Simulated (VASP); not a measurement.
Given:

```
MgTe
1.0
    0.00000     9.76264     9.76264
    9.76264     0.00000     9.76264
    9.76264     9.76264     0.00000
Mg Te
27 27
Direct
  0.00000   0.00000   0.00000
  0.00000   0.00000   0.33333
  0.00000   0.00000   0.66667
  0.00000   0.33333   0.00000
  0.00000   0.33333   0.33333
  0.00000   0.33333   0.66667
  0.00000   0.66667   0.00000
  0.00000   0.66667   0.33333
  0.00000   0.66667   0.66667
  0.33333   0.00000   0.00000
  0.33333   0.00000   0.33333
  0.33333   0.00000   0.66667
  0.33333   0.33333   0.00000
  0.33333   0.33333   0.33333
  0.33333   0.33333   0.66667
  0.33333   0.66667   0.00000
  0.33333   0.66667   0.33333
  0.33333   0.66667   0.66667
  0.66667   0.00000   0.00000
  0.66667   0.00000   0.33333
  0.66667   0.00000   0.66667
  0.66667   0.33333   0.00000
  0.66667   0.33333   0.33333
  0.66667   0.33333   0.66667
  0.66667   0.66667   0.00000
  0.66667   0.66667   0.33333
  0.66667   0.66667   0.66667
  0.25000   0.25000   0.25000
  0.25000   0.25000   0.58333
  0.25000   0.25000   0.91667
  0.25000   0.58333   0.25000
  0.25000   0.58333   0.58333
  0.25000   0.58333   0.91667
  0.25000   0.91667   0.25000
  0.25000   0.91667   0.58333
  0.25000   0.91667   0.91667
  0.58333   0.25000   0.25000
  0.58333   0.25000   0.58333
  0.58333   0.25000   0.91667
  0.58333   0.58333   0.25000
  0.58333   0.58333   0.58333
  0.58333   0.58333   0.91667
  0.58333   0.91667   0.25000
  0.58333   0.91667   0.58333
  0.58333   0.91667   0.91667
  0.91667   0.25000   0.25000
  0.91667   0.25000   0.58333
  0.91667   0.25000   0.91667
  0.91667   0.58333   0.25000
  0.91667   0.58333   0.58333
  0.91667   0.58333   0.91667
  0.91667   0.91667   0.25000
  0.91667   0.91667   0.58333
  0.91667   0.91667   0.91667
```

Calculation: PBE GGA, VASP's PBE PAW potentials (set 64) (plane waves; VASP). Run with PREC = Normal, LREAL = Auto, 400 eV cut-off, 1×1×1 Γ-centred mesh, Gaussian smearing of 0.050 eV, potentials Mg Te.

The supercell is sampled at Γ alone, which is coarse: total energies, pressure and levels can be off, energies of defects by several tenths of an eV.

Task: Predict the energy per atom (σ→0).

Result: 
```json
{
 "energy per atom (σ→0)": "-3.132 eV/atom"
}
```

Total energies compare only between runs with the same potentials, cut-off and functional.

The cell is a supercell, built from a database entry that may be metastable or hypothetical.
